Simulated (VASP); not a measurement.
Here is the system:

```
CELL_PARAMETERS angstrom
      2.81900     0.00000     0.00000
      0.00000     2.81900     0.00000
      0.00000     0.00000     4.06091
ATOMIC_POSITIONS crystal
  Ti 0.00000 0.00000 0.00000
  Al 0.50000 0.50000 0.50000
```

Computed with optB88-vdW, VASP's PBE PAW potentials (set 64) (plane waves; VASP). Settings: 520 eV cut-off, Gaussian smearing of 0.050 eV, potentials Ti_sv Al.

Q: What does the run give for the band gap (along the path) with the smallest direct gap where there is one?

A: 
* **band gap (along the path)**: none (metal, semimetal or under 0.01 eV)

The absolute energy has meaning only against runs of the same code, potentials and settings.

The compound is TiAl in the L1_0 structure. It was relaxed first. The electron count is odd and the run is not spin-polarised, which forces a metal.
